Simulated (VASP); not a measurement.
```yaml
crystal:
  lattice:
    - [2.08252, 3.59367, -0.00647]
    - [2.08252, -3.59367, 0.00647]
    - [0.00000, 0.00705, -5.09006]
  atoms:
    - { symbol: Te, position: [0.32593, 0.67407, 0.71112] }
    - { symbol: Te, position: [0.67407, 0.32593, 0.28888] }
    - { symbol: Au, position: [0.00000, 0.00000, 0.00000] }
```

Calculation: PBEsol GGA, VASP's PBE PAW potentials (set 64) (plane waves; VASP 6.6.1). Run with 400 eV cut-off, 10×10×7 Γ-centred mesh, tetrahedra with Blöchl corrections, potentials Te Au.

For a metal the tetrahedron method with Blöchl corrections gives inexact stress and forces.

Task: Which forces act on the atoms, in eV/Å?

Result: 
| atom | Fx | Fy | Fz |
|---|---|---|---|
| Te1 | 0.000 | 0.038 | 0.037 |
| Te2 | 0.000 | -0.038 | -0.037 |
| Au3 | 0.000 | 0.000 | 0.000 |

Task: Give the stress tensor in GPa (positive for a compressed cell).

Result: 
```
-0.37   0.00   0.00
 0.00   0.12   0.39
 0.00   0.39  -0.09
```
The pressure is its mean diagonal, -0.11 GPa.

The compound is Te2Au in the sg12 structure. It was relaxed first, which changed the volume by -5 %. The electron count is odd and the run is not spin-polarised, which forces a metal.
